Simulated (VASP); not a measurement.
```
AlGa3P4
1.0
    0.00000     2.72329     2.72329
    2.72329     0.00000     2.72329
   10.88477    10.88477     0.00840
Ga P Al
3 4 1
Direct
  0.99953   0.99953   0.00035
  0.99986   0.99986   0.25011
  0.00048   0.00048   0.49964
  0.24982   0.24982   0.06264
  0.25020   0.25020   0.31235
  0.25055   0.25055   0.56208
  0.24980   0.24980   0.81265
  0.99977   0.99977   0.75017
```

Level of theory: PBEsol GGA, VASP's PBE PAW potentials (set 64) (plane waves; VASP). Run with 400 eV cut-off, 8×8×2 Γ-centred mesh, tetrahedra with Blöchl corrections, potentials Ga_d P Al.

The cores are frozen, which limits the accuracy of field gradients.

Question: Give the principal components of the electric field gradient (V/Å²) and the asymmetry η at each nucleus.

Answer: 
| atom | Vxx | Vyy | Vzz | η |
|---|---|---|---|---|
| Ga1 | -1.6 | -1.6 | 3.1 | 0.00 |
| Ga2 | 0.2 | 0.2 | -0.5 | - |
| Ga3 | 0.9 | 0.9 | -1.8 | 0.00 |
| P4 | 0.6 | 0.6 | -1.2 | 0.00 |
| P5 | 0.5 | 0.5 | -1.1 | 0.00 |
| P6 | 10.3 | 10.3 | -20.7 | 0.00 |
| P7 | -11.0 | -11.0 | 21.9 | 0.00 |
| Al8 | 0.1 | 0.1 | -0.2 | - |

The structure was generated: AlGa3P4 was put into an ordered model structure (R3m), which need not be its known phase. It was relaxed first.
